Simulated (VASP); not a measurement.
Here is the system:

```
CELL_PARAMETERS angstrom
      2.86726     0.00000     0.00000
      0.00000     2.86726     0.00000
      0.00000     0.00000     2.86726
ATOMIC_POSITIONS crystal
  Al 0.50000 0.50000 0.50000
  Fe 0.00000 0.00000 0.00000
```

All values below come from PBE GGA, VASP's PBE PAW potentials (set 64) (plane waves; VASP). Settings: 480 eV cut-off, 12×12×12 Γ-centred mesh, first-order Methfessel-Paxton smearing of 0.10 eV, potentials Al Fe.

Energy and stress use the plane-wave basis of the starting cell.

The ions, cell shape and volume at an external pressure of 20.0 GPa are relaxed. What does this cell relax into?

```
CELL_PARAMETERS angstrom
      2.78272     0.00000     0.00000
      0.00000     2.78272     0.00000
      0.00000     0.00000     2.78272
ATOMIC_POSITIONS crystal
  Al 0.50000 0.50000 0.50000
  Fe 0.00000 0.00000 0.00000
```
Space group Pm-3m (221), at a tolerance of 0.03 Å.

How do energy and volume change from the first to the last step?

The energy (σ→0) changes by +58.6 meV/atom and the volume by -8.6 %, in 4 ionic steps.

```csv
step,E(σ→0) (eV),max force (eV/Å),pressure (GPa),volume (Å³)
1,-12.6189,0.000,0.23,23.57
2,-11.8653,0.000,62.88,18.95
3,-12.5085,0.000,19.24,21.60
4,-12.5017,0.000,19.90,21.55
```

The compound is FeAl in the CsCl type structure. This run relaxes it under an external pressure of 20 GPa. Symmetry was kept, so distortions that lower it aren't found. The run is not spin-polarised, so no magnetic state was tried. The electron count is odd and the run is not spin-polarised, which forces a metal.
